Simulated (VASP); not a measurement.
# TiO2 (Rutile) with LDA: from relaxation to properties, part 6 of 7

Aim: relax TiO2 (Rutile) with LDA, compute its properties on that cell and hold them against experiment. The start is a cell from a database of measured crystal structures.

VASP 6.6.1, plane waves and PAW; the level of theory is named at each step.

So far, least gap on mesh and path (eV): step 5 (bands along the symmetry lines (LDA)) 1.81. The relaxed cell has a = 4.554, c = 2.922 Å (conventional setting).

## Step 9: A semilocal run for the hybrid's start

Level of this step: LDA; plane waves and PAW (Ti_sv, O) (VASP).

A hybrid converges badly from random orbitals, so a cheap semilocal run writes a WAVECAR on the same mesh first.

INCAR

```
SYSTEM = TiO2
PREC = Accurate
ENCUT = 520
EDIFF = 1E-05
NELM = 100
ISMEAR = 0
SIGMA = 0.05
LREAL = .FALSE.
ALGO = Normal
GGA = CA
NBANDS = 30
LASPH = .TRUE.
LORBIT = 11
LWAVE = .TRUE.
LCHARG = .FALSE.
KPAR = 4
```

POSCAR

```
TiO2
1.0
    4.5538770754      0.0000000000      0.0000000000
    0.0000000000      4.5538770754      0.0000000000
    0.0000000000      0.0000000000      2.9223175183
Ti O
2 4
Direct
    0.0000000000      0.0000000000      0.0000000000
    0.5000000000      0.5000000000      0.5000000000
    0.3038648979      0.3038648979      0.0000000000
    0.1961351021      0.8038648979      0.5000000000
    0.6961351021      0.6961351021      0.0000000000
    0.8038648979      0.1961351021      0.5000000000
```

KPOINTS

```
Automatic mesh
0
Gamma
3 3 5
0 0 0
```

PAW data sets: Ti_sv and O (LDA family, release 64).

Command:

```console
mpirun -np 4 vasp_std
```

Log:

```text
[... set-up lines as in an earlier step ...]
 entering main loop
       N       E                     dE             d eps       ncg     rms          rms(c)
DAV:   1     0.653311834421E+03    0.65331E+03   -0.24764E+04   540   0.188E+03
DAV:   2     0.349264341327E+02   -0.61839E+03   -0.58793E+03   560   0.552E+02
DAV:   3    -0.705560246287E+02   -0.10548E+03   -0.10362E+03   856   0.201E+02
DAV:   4    -0.753747886282E+02   -0.48188E+01   -0.48137E+01   740   0.430E+01
DAV:   5    -0.755688078372E+02   -0.19402E+00   -0.19396E+00   722   0.727E+00    0.319E+01
DAV:   6    -0.594272860077E+02    0.16142E+02   -0.98834E+01   642   0.974E+01    0.117E+01
DAV:   7    -0.590351724842E+02    0.39211E+00   -0.14754E+01   656   0.325E+01    0.851E+00
DAV:   8    -0.589333606110E+02    0.10181E+00   -0.33434E+00   618   0.185E+01    0.390E+00
DAV:   9    -0.587687216079E+02    0.16464E+00   -0.10146E+00   626   0.976E+00    0.102E+00
DAV:  10    -0.587764390908E+02   -0.77175E-02   -0.87482E-02   688   0.238E+00    0.402E-01
DAV:  11    -0.587738106544E+02    0.26284E-02   -0.11150E-02   652   0.734E-01    0.680E-02
DAV:  12    -0.587739269834E+02   -0.11633E-03   -0.11554E-03   606   0.382E-01    0.133E-01
DAV:  13    -0.587737642954E+02    0.16269E-03   -0.56068E-04   648   0.246E-01    0.233E-02
DAV:  14    -0.587737636361E+02    0.65935E-06   -0.34909E-05   602   0.499E-02
   1 F= -.58773764E+02 E0= -.58773764E+02  d E =-.574941E-27
 writing wavefunctions
```

It took 3.6 s on 4 MPI ranks of Intel Xeon 6975P-C (Granite Rapids), shared host; peak memory 0.58 GiB; 12 s of CPU time.

OUTCAR, selected parts (step 9):

```text
   k-points           NKPTS =      9   k-points in BZ     NKDIM =      9   number of bands    NBANDS=     30

   NELECT =      48.0000    total number of electrons

 E-fermi :   5.2512

 k-point     1 :       0.0000    0.0000    0.0000
  band No.  band energies     occupation
    ...
     20       2.8623      2.00000
     21       4.1804      2.00000
     22       4.4038      2.00000
     23       4.4038      2.00000
     24       4.8793      2.00000
     25       6.6886      0.00000
     26       6.9701      0.00000
     27       7.2736      0.00000
     28       7.3883      0.00000
     29       7.3883      0.00000
    ...

  Total        0.0183391      0.0183391      0.1080975      0.0000000      0.0000000      0.0000000
  in kB        0.4848393      0.4848393      2.8578296      0.0000000      0.0000000      0.0000000
  external PRESSURE =       1.2758361 kB  Pullay stress =       0.0000000 kB

 POSITION                                       TOTAL-FORCE (eV/Angst)
 -----------------------------------------------------------------------------------
      0.00000      0.00000      0.00000         0.000000      0.000000      0.000000
      2.27694      2.27694      1.46116         0.000000      0.000000      0.000000
      1.38376      1.38376      0.00000        -0.002147     -0.002147      0.000000
      0.89318      3.66070      1.46116         0.002147     -0.002147      0.000000
      3.17011      3.17011      0.00000         0.002147      0.002147      0.000000
      3.66070      0.89318      1.46116        -0.002147      0.002147      0.000000
 -----------------------------------------------------------------------------------
    total drift:                                0.000000      0.000000      0.000000

  FREE ENERGIE OF THE ION-ELECTRON SYSTEM (eV)
  ---------------------------------------------------
  free  energy   TOTEN  =       -58.7737636361 eV

  energy  without entropy=      -58.7737636361  energy(sigma->0) =      -58.77376364

[... 7 parts as in an earlier step ...]

[... 9 further parts left out ...]
```

A gap read on the k-mesh alone can miss the band edges.

This step gave:

- electronic steps: 14
- bands: 30
- irreducible k points: 9
- free energy (TOTEN): -58.7738 eV
- Fermi energy: 5.251 eV
- pressure: 0.1276 GPa
- gap on the k-mesh: 1.809 eV
- least direct gap on the k-mesh: 1.809 eV

## Step 10: Bands along the symmetry lines (HSE06)

This step: HSE06; plane waves and PAW (Ti_sv, O) (VASP 6.6.1).

HSE06 mixes in a quarter of exact exchange at short range, at far higher cost; in semiconductors this cures much of the gap error, while metals seldom gain.

INCAR

```
SYSTEM = TiO2
PREC = Accurate
ENCUT = 520
EDIFF = 1E-06
NELM = 100
ISMEAR = 0
SIGMA = 0.05
LREAL = .FALSE.
ALGO = Normal
LHFCALC = .TRUE.
AEXX = 0.25
GGA = PE
HFSCREEN = 0.2
LASPH = .TRUE.
NBANDS = 30
PRECFOCK = Fast
LORBIT = 11
LWAVE = .FALSE.
LCHARG = .FALSE.
KPAR = 4
```

POSCAR is that of step 9.

KPOINTS is that of step 9.

KPOINTS_OPT

```
Line mode
6
Line-mode
Reciprocal
  0.00000000   0.00000000   0.00000000 GAMMA
  0.00000000   0.50000000   0.00000000 X

  0.00000000   0.50000000   0.00000000 X
  0.50000000   0.50000000   0.00000000 M

  0.50000000   0.50000000   0.00000000 M
  0.00000000   0.00000000   0.00000000 GAMMA

  0.00000000   0.00000000   0.00000000 GAMMA
  0.00000000   0.00000000   0.50000000 Z

  0.00000000   0.00000000   0.50000000 Z
  0.00000000   0.50000000   0.50000000 R

  0.00000000   0.50000000   0.50000000 R
  0.50000000   0.50000000   0.50000000 A

  0.50000000   0.50000000   0.50000000 A
  0.00000000   0.00000000   0.50000000 Z

  0.00000000   0.50000000   0.00000000 X
  0.00000000   0.50000000   0.50000000 R

  0.50000000   0.50000000   0.00000000 M
  0.50000000   0.50000000   0.50000000 A
```

The WAVECAR or CHGCAR of an earlier step is read.

Command:

```console
mpirun -np 4 vasp_std
```

Log:

```text
[banner, memory and clock lines left out]
running    4 mpi-ranks, on    1 nodes
 distrk:  each k-point on    1 cores,    4 groups
 distr:  one band on    1 cores,    1 groups

 POSCAR found type information on POSCAR TiO
 POSCAR found :  2 types and       6 ions
|                                                                             |
|               ----> ADVICE to this user running VASP <----                  |
|                                                                             |
|     You enforced a specific xc type in the INCAR file but a different       |
|     [... a line on the potential file left out ...]
|     I HOPE YOU KNOW WHAT YOU ARE DOING!                                     |
|                                                                             |

 LDA part: xc-table for (Slater+PW92), standard interpolation
 found WAVECAR, reading the header
 POSCAR, INCAR and KPOINTS ok, starting setup
 FFT: planning ... GRIDC
 FFT: planning ... GRID_SOFT
 FFT: planning ... GRID
 reading WAVECAR
 the WAVECAR file was read successfully
 initial charge from wavefunction
 entering main loop
       N       E                     dE             d eps       ncg     rms          rms(c)
DAV:   1    -0.667745688099E+02   -0.66775E+02   -0.45232E+00   540   0.192E+01    0.442E+00
DAV:   2    -0.663818008318E+02    0.39277E+00   -0.10782E+00   676   0.134E+01    0.110E+00
DAV:   3    -0.664400894458E+02   -0.58289E-01   -0.41261E-01   744   0.424E+00    0.144E+00
DAV:   4    -0.664267125552E+02    0.13377E-01   -0.55869E-02   708   0.290E+00    0.576E-01
DAV:   5    -0.664293738463E+02   -0.26613E-02   -0.17495E-02   626   0.107E+00    0.297E-01
DAV:   6    -0.664288013764E+02    0.57247E-03   -0.16718E-03   644   0.527E-01    0.156E-01
DAV:   7    -0.664289718121E+02   -0.17044E-03   -0.87520E-04   594   0.215E-01    0.115E-01
DAV:   8    -0.664289880408E+02   -0.16229E-04   -0.14869E-04   714   0.157E-01    0.620E-02
DAV:   9    -0.664290115294E+02   -0.23489E-04   -0.52042E-05   626   0.701E-02    0.342E-02
DAV:  10    -0.664290199020E+02   -0.83726E-05   -0.63025E-06   668   0.266E-02    0.213E-02
DAV:  11    -0.664290246688E+02   -0.47668E-05   -0.39281E-06   576   0.143E-02    0.142E-02
DAV:  12    -0.664290269223E+02   -0.22536E-05   -0.78276E-07   338   0.952E-03    0.877E-03
DAV:  13    -0.664290280203E+02   -0.10980E-05   -0.58090E-07   324   0.714E-03    0.538E-03
DAV:  14    -0.664290285773E+02   -0.55702E-06   -0.28809E-07   312   0.504E-03
   1 F= -.66429029E+02 E0= -.66429029E+02  d E =-.119962E-18
 Start KPOINTS_OPT (optional k-point list driver)
k-point batch [1-9\54]
       N       E                     dE             ncg
DAV:   1     0.573858128972E+03   -0.44639E+04      540
DAV:   2    -0.514615461024E+04   -0.57200E+04      576
DAV:   3    -0.607031742086E+04   -0.92416E+03      792
DAV:   4    -0.623438579675E+04   -0.16407E+03      822
DAV:   5    -0.624738279850E+04   -0.12997E+02      706
DAV:   6    -0.624776562174E+04   -0.38282E+00      698
DAV:   7    -0.624778006168E+04   -0.14440E-01      802
DAV:   8    -0.624778068461E+04   -0.62292E-03      706
DAV:   9    -0.624778071173E+04   -0.27121E-04      506
DAV:  10    -0.624778071315E+04   -0.14227E-05      402
DAV:  11    -0.624778071327E+04   -0.11586E-06      378
[...]
k-point batch [46-54\54]
       N       E                     dE             ncg
DAV:   1     0.542892370733E+03   -0.13770E+05      540
DAV:   2    -0.515422310802E+04   -0.56971E+04      570
DAV:   3    -0.609039764805E+04   -0.93617E+03      796
DAV:   4    -0.625267865960E+04   -0.16228E+03      782
DAV:   5    -0.626587822571E+04   -0.13200E+02      740
DAV:   6    -0.626627245067E+04   -0.39422E+00      682
DAV:   7    -0.626628525144E+04   -0.12801E-01      786
DAV:   8    -0.626628582104E+04   -0.56961E-03      690
DAV:   9    -0.626628584279E+04   -0.21754E-04      554
DAV:  10    -0.626628584380E+04   -0.10062E-05      386
DAV:  11    -0.626628584389E+04   -0.86223E-07      378
```

Wall time 11 min (4 MPI ranks); peak memory 1.2 GiB.

Parts of OUTCAR (step 10):

```text
   k-points           NKPTS =      9   k-points in BZ     NKDIM =     45   number of bands    NBANDS=     30

   NELECT =      48.0000    total number of electrons

  exchange ACFDT corr.  =         0.00000000  see jH, gK, PRB 81, 115126

 E-fermi :   4.5740

 k-point     1 :       0.0000    0.0000    0.0000
  band No.  band energies     occupation
    ...
     20       2.0427      2.00000
     21       3.5267      2.00000
     22       3.8106      2.00000
     23       3.8106      2.00000
     24       4.2732      2.00000
     25       7.7201      0.00000
     26       8.0233      0.00000
     27       8.3621      0.00000
     28       8.4735      0.00000
     29       8.4735      0.00000
    ...

 POSITION                                       TOTAL-FORCE (eV/Angst)
 -----------------------------------------------------------------------------------
      0.00000      0.00000      0.00000         0.000000      0.000000     -0.000000
      2.27694      2.27694      1.46116         0.000000      0.000000     -0.000000
      1.38376      1.38376      0.00000         0.049820      0.049820      0.000000
      0.89318      3.66070      1.46116        -0.049820      0.049820     -0.000000
      3.17011      3.17011      0.00000        -0.049820     -0.049820     -0.000000
      3.66070      0.89318      1.46116         0.049820     -0.049820      0.000000
 -----------------------------------------------------------------------------------
    total drift:                                0.000000     -0.000002     -0.000000

  FREE ENERGIE OF THE ION-ELECTRON SYSTEM (eV)
  ---------------------------------------------------
  free  energy   TOTEN  =       -66.4290285773 eV

  energy  without entropy=      -66.4290285773  energy(sigma->0) =      -66.42902858

[... 8 parts as in an earlier step ...]

[... 8 further parts left out ...]
```

The k-mesh is coarse for exact exchange; levels may shift by about 0.1 eV on a finer one. The PAW data sets were made with LDA, a small mismatch for this functional.

This step gave:

| Quantity | Value |
| --- | --- |
| free energy (TOTEN) | -66.4290 eV |
| Fermi energy | 4.574 eV |
| least gap on mesh and path | 3.447 eV |
| least direct gap on mesh and path | 3.447 eV |

Electronic bands along the path, in eV, zero at the valence-band top; v1 is the highest filled band, c1 the lowest empty one:

```tsv
point	v4	v3	v2	v1	c1	c2	c3	c4
Γ	-0.75	-0.46	-0.46	0.00	3.45	3.75	4.09	4.20
0.60 of the way	-1.93	-1.27	-0.96	-0.38	3.88	4.21	4.56	4.64
X	-1.79	-1.79	-0.85	-0.85	4.21	4.21	4.83	4.83
0.40 of the way	-1.67	-1.67	-1.11	-1.11	3.99	3.99	4.61	4.61
M	-1.45	-1.45	-1.17	-1.17	3.47	3.47	4.23	4.23
0.60 of the way	-1.66	-1.13	-0.98	-0.28	3.52	4.21	4.24	4.67
Γ	-0.75	-0.46	-0.46	0.00	3.45	3.75	4.09	4.20
0.60 of the way	-1.97	-1.87	-1.87	-0.85	3.94	4.38	4.87	5.05
Z	-2.64	-2.64	-1.63	-1.63	4.71	4.71	5.10	5.10
0.60 of the way	-2.02	-2.02	-1.67	-1.67	3.91	3.91	5.12	5.12
R	-2.29	-2.29	-1.18	-1.18	3.49	3.49	5.13	5.14
0.60 of the way	-1.61	-1.61	-0.93	-0.93	3.91	3.91	5.15	5.15
A	-1.44	-1.44	-0.75	-0.75	4.28	4.28	4.97	4.97
0.40 of the way	-1.87	-1.54	-1.41	-1.08	3.65	4.42	4.94	5.14
Z	-2.64	-2.64	-1.63	-1.63	4.71	4.71	5.10	5.10
jump to X	-1.79	-1.79	-0.85	-0.85	4.21	4.21	4.83	4.83
0.40 of the way	-2.32	-2.32	-0.84	-0.84	4.38	4.38	4.91	4.91
R	-2.29	-2.29	-1.18	-1.18	3.49	3.49	5.13	5.14
jump to M	-1.45	-1.45	-1.17	-1.17	3.47	3.47	4.23	4.23
0.60 of the way	-1.84	-1.84	-1.26	-1.26	4.65	4.65	4.71	4.71
A	-1.44	-1.44	-0.75	-0.75	4.28	4.28	4.97	4.97
```

Of the projections kept (Ti, O), the largest for each band there; the rest of the weight can lie on other orbitals:

```tsv
point	v4	v3	v2	v1	c1	c2	c3	c4
Γ	O 0.95	O 0.98	O 0.98	O 0.97	Ti 0.99	Ti 0.91	Ti 0.98	Ti 1.00
X	O 0.85	O 0.85	O 0.97	O 0.97	Ti 0.89	Ti 0.89	Ti 0.93	Ti 0.93
M	O 0.92	O 0.92	O 0.93	O 0.93	Ti 0.97	Ti 0.97	Ti 1.00	Ti 1.00
Γ	O 0.95	O 0.98	O 0.98	O 0.97	Ti 0.99	Ti 0.91	Ti 0.98	Ti 1.00
Z	O 0.86	O 0.86	O 0.88	O 0.88	Ti 0.87	Ti 0.87	Ti 0.96	Ti 0.96
R	O 0.77	O 0.77	O 0.99	O 0.99	Ti 0.99	Ti 0.99	Ti 0.97	Ti 0.97
```

The gap moves by +1.63 eV against LDA, which ran on another mesh.

[end of part 6 of 7]

[Lines on the potential files, build, host, timing and source positions are cut from VASP's logs without a mark.]

[Logs are printed without paths, hosts, clocks, repeated set-up lines and the standing remarks that a program may print on its own settings, such as how far it seeks lower states.]

[Hosts, paths, dates, database ids (printed as entryN), source tags and the programs' standing remarks are cut or masked in the printed files.]

[A measured line is paired with the nearest computed mode of its activity, which favours agreement.]
